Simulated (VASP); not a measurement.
Bi7Sb:

```
Sb Bi
1.0
     9.01496    0.00000    0.00000
     4.50748   -7.80718    0.00000
     4.50748   -2.60239   -7.82820
Sb Bi
2 14
Direct
  0.11700 0.61700 0.14900
  0.61700 0.11700 0.64900
  0.11700 0.11700 0.14900
  0.11700 0.61700 0.64900
  0.11700 0.11700 0.64900
  0.61700 0.61700 0.14900
  0.61700 0.11700 0.14900
  0.61700 0.61700 0.64900
  0.38300 0.88300 0.35100
  0.38300 0.38300 0.35100
  0.38300 0.88300 0.85100
  0.38300 0.38300 0.85100
  0.88300 0.88300 0.35100
  0.88300 0.38300 0.35100
  0.88300 0.88300 0.85100
  0.88300 0.38300 0.85100
```

The cell was built by a generator and needn't be a form met in nature.

| Item | Value |
| --- | --- |
| Program | VASP 6.6.1 |
| Task | relaxation of cell and atoms |
| Functional | PBE |
| Potentials or basis | VASP PAW PBE potentials, release 64 (Sb, Bi_d) |
| Cutoff | 600 eV |
| k mesh | 6 × 6 × 4 |
| Occupations | gaussian, width 0.03 eV |
| Spin | no spin polarisation |

At the start: pressure 2.3 GPa; volume 34.43 Å³/atom.

Problem. Where does the relaxation end?

Solution. Over 16 steps the energy falls by 14.6 meV/atom and the volume is 36.30 Å³/atom (+5.4 %); space group R3m (No. 160, to 0.05 Å).

Step by step:
```csv
step,energy change (eV),largest force (eV/Å),pressure (GPa),volume (Å³)
1,0.0000,0.3247,2.34,550.96
2,-0.1339,0.3472,-1.22,591.96
3,-0.1975,0.2478,-0.05,576.45
4,-0.2115,0.1892,-0.03,576.66
5,-0.2297,0.0594,0.06,577.23
6,-0.2297,0.0637,0.06,577.27
7,-0.2314,0.0494,-0.02,579.06
8,-0.2320,0.0403,-0.08,580.31
9,-0.2330,0.0205,0.01,579.84
10,-0.2331,0.0257,0.04,579.68
11,-0.2334,0.0181,0.02,580.25
12,-0.2335,0.0120,0.00,580.72
13,-0.2335,0.0179,-0.03,581.66
14,-0.2335,0.0114,-0.02,581.06
15,-0.2335,0.0112,-0.01,580.98
16,-0.2336,0.0082,0.00,580.87
```

Final structure:
```
Sb Bi
1.0
     9.11522    0.00000    0.00000
     4.55761   -7.89401    0.00000
     4.55761   -2.63134   -8.07259
Sb Bi
2 14
Direct
  0.11508 0.61508 0.15475
  0.61508 0.11508 0.65475
  0.11721 0.11723 0.14834
  0.11723 0.61723 0.64834
  0.11723 0.11721 0.64834
  0.61723 0.61721 0.14834
  0.61723 0.11723 0.14834
  0.61721 0.61723 0.64834
  0.38304 0.88304 0.35087
  0.37847 0.38587 0.34979
  0.38587 0.88587 0.84979
  0.38587 0.37847 0.84979
  0.88587 0.87847 0.34979
  0.88587 0.38587 0.34979
  0.87847 0.88587 0.84979
  0.88304 0.38304 0.85087
```
